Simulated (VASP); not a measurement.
Energy against volume of KF (rock salt). Level of theory: TPSS meta-GGA, VASP's PBE PAW potentials (set 64) (plane waves; VASP 6.6.1).

```json
[
 {"V (Å³/atom)": "18.644", "E (eV/atom)": "-8.63582"},
 {"V (Å³/atom)": "19.239", "E (eV/atom)": "-8.64307"},
 {"V (Å³/atom)": "19.834", "E (eV/atom)": "-8.64658"},
 {"V (Å³/atom)": "20.429", "E (eV/atom)": "-8.64689"},
 {"V (Å³/atom)": "21.024", "E (eV/atom)": "-8.64440"}
]
```

Q: Fit a third-order Birch-Murnaghan equation of state.

A: 
* **volume per atom**: 20.19 Å^3/atom
* **bulk modulus**: 26.9 GPa
* **pressure derivative of the bulk modulus**: 3.95
* **lattice constant a**: 10.291 bohr

The compound is KF in the rock salt structure. It was relaxed first, which changed the volume by +5 %.
